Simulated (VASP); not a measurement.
Input:

```
CaPd2
1.0
   -1.87062     1.87062     4.52925
    1.87062    -1.87062     4.52925
    1.87062     1.87062    -4.52925
Ca Pd
1 2
Direct
  0.00000   0.00000   0.00000
  0.75000   0.25000   0.50000
  0.25000   0.75000   0.50000
```

Method: PBEsol GGA, VASP's PBE PAW potentials (set 64) (plane waves; VASP). Settings: 400 eV cut-off, Gaussian smearing of 0.050 eV, potentials Ca_sv Pd.

Problem. Estimate the band gap (along the path) with the smallest direct gap where there is one.

Solution. 
```
Quantity                                                     Result
-------------------------  ----------------------------------------
band gap (along the path)  none (metal, semimetal or under 0.01 eV)
```

Total energies compare only between runs with the same potentials, cut-off and functional.

The structure comes from a computed database's CaPd2 entry (I4/mmm); how it stands against other phases isn't given here. It was relaxed first, which changed the volume by -6 %.
